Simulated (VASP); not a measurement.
Here is a VASP 6.6.1 calculation.

Contents of INCAR:

```
ALGO = Normal ; EDIFF = 1E-7
EDIFFG = -0.01 ; ENCUT = 600
IBRION = 2 ; ISIF = 3
ISMEAR = 1 ; ISPIN = 2
LASPH = True ; LCHARG = False
LMAXMIX = 4 ; LMIXTAU = True
LORBIT = 11 ; LREAL = False
LWAVE = False ; MAGMOM = 0 0 1
METAGGA = R2SCAN ; NELM = 100
NSW = 60 ; PREC = Accurate
SIGMA = 0.1
```

The input KPOINTS:

```
k-points
0
Gamma
  7 7 8
```

POSCAR

```
Cd2Ni
1.0
    4.5335227100      0.0000000000      0.0000000000
   -2.2667613600      3.9261458400      0.0000000000
    0.0000000000      0.0000000000      3.2055296000
Cd Ni
2 1
Direct
    0.3333333300      0.6666666700      0.5000000000
    0.6666666700      0.3333333300      0.5000000000
    0.0000000000      0.0000000000      0.0000000000
```

Potentials or basis: VASP PAW PBE potentials, release 64 (Cd, Ni).

Launch:

```console
$ cat potpaw_PBE.64/Cd/POTCAR potpaw_PBE.64/Ni/POTCAR > POTCAR
$ mpirun -np 1 vasp_std > vasp.out
```

Predict the band gap on the k mesh.

none (metal or under the smearing width).

Estimate the relaxed cell.

a = 4.600 Å, b = 4.600 Å, c = 2.806 Å, α = 90.00°, β = 90.00°, γ = 120.00°.

The path:
```
step  energy change (eV)  largest force (eV/Å)  pressure (GPa)  volume (Å³)
   1              0.0000                0.0000           -4.61        57.06
   2             -0.3523                0.0000           -1.00        52.52
   3             -0.4058                0.0000            1.74        50.69
   4             -0.4067                0.0000            2.36        50.36
   5             -0.4067                0.0000            2.12        50.49
   6             -0.4139                0.0000           -1.07        52.01
   7             -0.4177                0.0000            0.02        51.43
```

Caveat: the PAW data sets were made with another functional, which shifts forces and pressure a little.
